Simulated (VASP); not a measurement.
All values below come from PBEsol GGA, VASP's PBE PAW potentials (set 64) (plane waves; VASP). For the first row: Settings: 520 eV cut-off, 11×11×11 Γ-centred mesh, Gaussian smearing of 0.050 eV, potentials Mg O.

```tsv
system	energy (eV/atom)
MgO (rock salt)	-6.2562
Mg atom	-0.0020
O atom	-1.8454
```

Atoms are spin-polarised in a large box without symmetry, with the spin fixed by Hund's rule, and may not be in the lowest state of each functional; no zero-point energy is added.

Problem. What is the cohesive energy per atom of MgO?

Solution. The references average (1×(-0.0020) + 1×(-1.8454))/2 = -0.9237 eV, so the cohesive energy is -0.9237 − (-6.2562) = 5.332 eV/atom. Measured: 5.200 eV/atom at 0 K (as given by Daniel Mejia-Rodriguez et al., Physical Review B (2018), arXiv:1807.09216; static lattice: zero-point vibration energy added).
